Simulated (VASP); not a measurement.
Given:

```
CELL_PARAMETERS angstrom
      0.00000     1.71232     1.71232
      1.71232     0.00000     1.71232
      1.71232     1.71232     0.00000
ATOMIC_POSITIONS crystal
  Ni 0.00000 0.00000 0.00000
```
Starting moments (μB, in the order of the record's atoms Ni): 0.8.

All values below come from SCAN meta-GGA, VASP's PBE PAW potentials (set 64) (plane waves; VASP). Numerical set-up: 520 eV cut-off, 18×18×18 Γ-centred mesh, first-order Methfessel-Paxton smearing of 0.10 eV, potentials Ni.

Give the stress tensor in GPa (positive for a compressed cell).

```
8.28  0.00  0.00
0.00  8.28  0.00
0.00  0.00  8.28
```
The pressure is its mean diagonal, 8.28 GPa.

The compound is Ni in the fcc structure. This cell is one point of a volume scan, at 0.97 of the reference volume.
